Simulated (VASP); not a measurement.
**BaMgVO3 in VASP: convergence with k mesh**

Input of the first run (k mesh 2 × 2 × 1); the others differ in this setting and in those tied to it:

File INCAR:

```
  PREC = Accurate
  ENCUT = 520
  EDIFF = 1E-7
  ISMEAR = 0
  SIGMA = 0.02
  LREAL = F
  LASPH = T
  NELM = 150
  ALGO = Normal
  ISIF = 2
  LWAVE = F
  LCHARG = F
  ISPIN = 2
  MAGMOM = 0 2 0 0 0 0
  LORBIT = 11
  LMAXMIX = 4
  GGA = PE
```

The input KPOINTS:

```
regular mesh
0
Gamma
  2 2 1
```

Contents of POSCAR:

```
BaMgVO3
1.0
    2.8494084233     -2.8347155880      0.0000000000
    2.8494084233      2.8347155880      0.0000000000
   -2.1474970243      0.0000000000      5.2449154201
Ba V Mg O
1 1 1 3
Direct
    0.8779043000      0.8779043000      0.0480078700
    0.5832049500      0.5832049500      0.4225561000
    0.1893630000      0.1893630000      0.6550739800
    0.3403388500      0.3403388500      0.0308237900
    0.6389360400      0.1202528600      0.5384356300
    0.1202528600      0.6389360400      0.5384356300
```

Potentials or basis: VASP PAW PBE potentials, release 64 (Ba_sv, V_sv, Mg, O).

Command:

```console
$ cat potpaw_PBE.64/Ba_sv/POTCAR potpaw_PBE.64/V_sv/POTCAR potpaw_PBE.64/Mg/POTCAR potpaw_PBE.64/O/POTCAR > POTCAR
$ mpirun -np 1 vasp_std > vasp.out
```

The cell comes from a database or a generator and needn't be the stable form of this composition.

Hardware: 1 thread of Intel(R) Xeon(R) 6975P-C (Granite Rapids), with other jobs on the host.

Question: The values tried are 2 × 2 × 1, 3 × 3 × 2, 4 × 4 × 3, 5 × 5 × 4, 6 × 6 × 5, 8 × 8 × 6, 10 × 10 × 7, 11 × 11 × 8, loosest first. From which on does the pressure stay within 0.1 GPa of the tightest run that finished?

Answer: From 3 × 3 × 2 on.

```csv
k mesh,"energy less the tightest run, at zero smearing (meV/atom)",pressure (GPa),largest force (eV/Å),largest site moment (μB),gap on the mesh (eV),SCF cycles,CPU time (s),peak memory (GiB)
2 × 2 × 1,42.54,-0.40,0.409,2.32,0.046,28,40,0.22
3 × 3 × 2,0.45,-0.94,0.499,2.38,0.212,21,36,0.23
4 × 4 × 3,-0.61,-0.98,0.451,2.39,0.123,20,65,0.26
5 × 5 × 4,0.35,-0.95,0.456,2.40,-,20,160,0.31
6 × 6 × 5,-0.06,-0.95,0.455,2.40,0.090,20,260,0.37
8 × 8 × 6,0.01,-0.96,0.453,2.40,0.045,20,500,0.55
10 × 10 × 7,0.00,-0.96,0.453,2.40,0.030,20,610,0.78
11 × 11 × 8,0.00,-0.96,0.454,2.40,0.056,20,1400,1
```

Against the tightest run, the energy stays within 1 meV/atom from 3 × 3 × 2 on; the largest force stays within 0.005 eV/Å from 4 × 4 × 3 on; the largest site moment stays within 0.02 μB from 3 × 3 × 2 on. Not settled before the last step: the gap on the mesh (to 0.01 eV). Meshes of other sizes hit other points, so gaps and Fermi surfaces needn't settle smoothly. The tightest run that finished is the yardstick and may itself not be fully converged.

Caveat, for the tightest run too: spin-orbit coupling is left out, which moves the levels of the heavy elements; an odd mesh through Γ misses points on the zone boundary, where band edges often lie.
